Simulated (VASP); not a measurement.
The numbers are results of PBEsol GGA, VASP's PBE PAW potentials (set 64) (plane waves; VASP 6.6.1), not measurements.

VASP ran on this input.

KPOINTS:
```
Automatic
0
G
15 15 15
0 0 0
```

### POSCAR
```
TaSi2
8.1445360
 -0.2000466785   0.2000466785   0.4999999706
  0.2000466785  -0.2000466785   0.4999999706
  0.2000466785   0.2000466785  -0.4999999706
Ta Si
1 2
Cart
  0.0000000000   0.0000000000   0.9999999412
  0.0000000000  -0.0000000000   0.3316810087
  0.2000466785   0.2000466785   0.1683189619
```

### INCAR
```
# general
SYSTEM   =  TaSi2
PREC     =  Accurate
ENCUT    =  400
LREAL    =  F
LASPH    =  T

# electronic loop
EDIFF    =  1E-7
NELM     =  100
ALGO     =  Normal
LMAXMIX  =  6

# smearing
ISMEAR   =  -5

# functional
GGA      =  PS

# ions
ISIF     =  2

# output
LWAVE    =  F
LCHARG   =  T
LORBIT   =  11
NEDOS    =  601

# other
LEFG     =  T
```

POTCAR, in this order: Ta_pv Si (PBE.64 set). Program: vasp_std.

Unless said otherwise, spin-orbit coupling is left out, though it shifts the bands of the heavy elements here.

Question: Estimate the energy per atom (σ→0), band gap (on the k-mesh).

Answer: 
```yaml
energy per atom (σ→0): -8.522 eV/atom
band gap (on the k-mesh): none (metal, semimetal or under 0.01 eV)
```

OSZICAR:
```
...
DAV:   8    -0.255660503009E+02    0.13333E-01   -0.23767E-02  9709   0.120E+00    0.280E-01
DAV:   9    -0.255655124108E+02    0.53789E-03   -0.17157E-03  9233   0.337E-01    0.154E-01
DAV:  10    -0.255654775353E+02    0.34875E-04   -0.19758E-04  9743   0.112E-01    0.602E-02
DAV:  11    -0.255654730549E+02    0.44805E-05   -0.18551E-05  9348   0.281E-02    0.125E-02
DAV:  12    -0.255654737594E+02   -0.70449E-06   -0.60670E-07  9308   0.667E-03    0.362E-03
DAV:  13    -0.255654731753E+02    0.58407E-06   -0.11353E-07  6059   0.343E-03    0.397E-04
DAV:  14    -0.255654731394E+02    0.35934E-07   -0.17002E-08  5524   0.103E-03
   1 F= -.25565473E+02 E0= -.25565473E+02  d E =0.000000E+00
```

The structure was generated: TaSi2 was put into the MoSi2 type (I4/mmm), which need not be its known phase. It was relaxed first. The electron count is odd and the run is not spin-polarised, which forces a metal.
